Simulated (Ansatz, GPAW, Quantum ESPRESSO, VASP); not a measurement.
One structure in several programs: CsGeI₃ (P1, 5 atoms in the cell)

Self-consistent single point.

```
CELL_PARAMETERS angstrom
      4.35337    -4.22419     0.00000
      4.35337     4.22419     0.00000
     -0.32427     0.00000     6.11949
ATOMIC_POSITIONS crystal
  Cs 0.91097 0.90926 0.58999
  Ge 0.37135 0.37195 0.13359
  I  0.41248 0.41361 0.57870
  I  0.91929 0.40508 0.09373
  I  0.40991 0.92409 0.09200
```

All programs got the same cell, k-point mesh and kind of occupations (some realise fixed ones as a very narrow smearing) (in Ansatz's words: kpoints.mp_grid.grid = 2 2 2; scf.occupations.method = fixed); potentials, basis and cutoffs are each program's usual ones.

```csv
code,model,pressure (GPa),largest force (eV/Å),gap on the mesh (eV),cutoff
VASP,"PBEsol, VASP's PBE PAW potentials (set 64)",0.31,0.556,–,300 eV
Quantum ESPRESSO,"PBEsol, GBRV 1.5 ultrasoft (PBESOL) pseudopotentials",0.43,0.555,0.950,50 Ry
GPAW,"PBEsol, GPAW PAW datasets PBEsol (made by gpaw-setup)",0.50,0.539,0.941,600 eV
Ansatz,"PBEsol, default PAW files made with PBE",0.43,0.564,0.958,420 eV
```

Size of the force on each atom (eV/Å): Sizes of forces hide their directions.

```
code                Cs1    Ge2     I3     I4     I5
----------------  -----  -----  -----  -----  -----
VASP              0.005  0.556  0.161  0.233  0.190
Quantum ESPRESSO  0.005  0.555  0.161  0.233  0.190
GPAW              0.004  0.539  0.146  0.216  0.175
Ansatz            0.005  0.564  0.166  0.239  0.195
```

A dash marks a value that a program does not give, or that is left out as unsure.

No gap is tabulated for VASP: it is not read from that output, or partly filled or unconverged empty levels leave it unsure.

Gaps are read on the mesh.

The spread over the programs that give each value: pressure within 0.19 GPa; largest force within 0.025 eV/Å; gap on the mesh within 0.017 eV.

The starting cell comes from a database of computed structures (which also holds hypothetical and non-ambient phases and stackings), without a prior relaxation at this level. Its atoms were displaced at random from the sites of space group no. 8. On Ansatz's run: Spin-orbit coupling is off.

Question: Why do the programs differ, and what cannot be compared?

Answer: Differences of this kind can come from the potentials, where these differ, and from what each basis and cutoff leave unconverged. The valence holds different numbers of electrons (VASP 44, Quantum ESPRESSO 44, GPAW 34, Ansatz (a quantum-chemistry and plane-wave program) 74). The zero of total energies and Fermi levels follows the potentials and each program's conventions, so they are not compared here. Ansatz's pressure is given at a fixed set of plane waves, as the other plane-wave codes print theirs.

The shared mesh is coarse (it stands for a supercell whose shortest vector is 12 Å), so the values are not converged in it.

VASP's run is marked for a possible Pulay error in its stress at this cutoff; no cutoff test was made.

VASP ran the fixed occupations as a Gaussian smearing of 0.01 eV.

Left out of this page: ABINIT (not drawn, or without a comparable value).

Keys are those of Ansatz 0.2.
